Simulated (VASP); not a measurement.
Given:

```xyz
1
Lattice="-1.6184 1.6184 2.5046 1.6184 -1.6184 2.5046 1.6184 1.6184 -2.5046" Properties=species:S:1:pos:R:3 pbc="T T T"
In     1.6184    -1.6184     2.5046
```

Calculation: r2SCAN meta-GGA with spin-orbit coupling, VASP's PBE PAW potentials (set 64) (plane waves; VASP 6.6.1). Run with 400 eV cut-off, 14×14×14 Γ-centred mesh, Gaussian smearing of 0.050 eV, potentials In_d.

### Question
Give the energies of bands 11 to 18 at the high-symmetry points, in eV from the Fermi level.

### Answer

```
band       Γ      X      P      N      M      S      R
----  ------  -----  -----  -----  -----  -----  -----
11    -10.05  -2.16  -1.08  -4.50  -3.21  -2.64  -1.69
12    -10.05  -2.16  -1.08  -4.50  -3.21  -2.64  -1.69
13     10.55  -1.50  -0.35  -3.61  -3.02  -1.47  -0.39
14     10.55  -1.50  -0.35  -3.61  -3.02  -1.47  -0.39
15     11.36   3.45  -0.06   7.62   4.92  -0.61   0.02
16     11.36   3.45  -0.06   7.62   4.92  -0.61   0.02
17     11.55   4.20   1.96   9.84   5.30   6.62   1.43
18     11.55   4.20   1.96   9.84   5.30   6.62   1.43
```

It has no gap at this level: it comes out as a metal or semimetal.

The compound is In in the bct structure. It was relaxed first.
